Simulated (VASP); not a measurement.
```
CELL_PARAMETERS angstrom
      4.18000     2.09000     2.09000
      2.09000     4.18000     2.09000
      2.09000     2.09000     4.18000
ATOMIC_POSITIONS crystal
  Ni 0.00000 0.00000 0.00000
  Ni 0.50000 0.50000 0.50000
  O  0.25000 0.25000 0.25000
  O  0.75000 0.75000 0.75000
```
Starting moments (μB, in the order of the record's atoms Ni Ni O O): 2.0 -2.0 0.0 0.0.

Computed with PBE GGA + U (Dudarev), VASP's PBE PAW potentials (set 64) (plane waves; VASP). Run with 520 eV cut-off, 8×8×8 Γ-centred mesh, Gaussian smearing of 0.050 eV, potentials Ni O, U − J: Ni 3.00 eV.

Problem. Give the stress tensor in GPa (positive for a compressed cell).

Solution. 
```
 1.76  -0.13  -0.13
-0.13   1.76  -0.13
-0.13  -0.13   1.76
```
The pressure is its mean diagonal, 1.76 GPa.

The compound is NiO in the rock salt, AFM-II order structure. The cell was not relaxed at this level. The run is one of a series of settings (LDAU = .TRUE., LDAUJ = 0 0, LDAUL = 2 -1, LDAUTYPE = 2, LDAUU = 3.0 0 against the base run), some of them coarse on purpose.
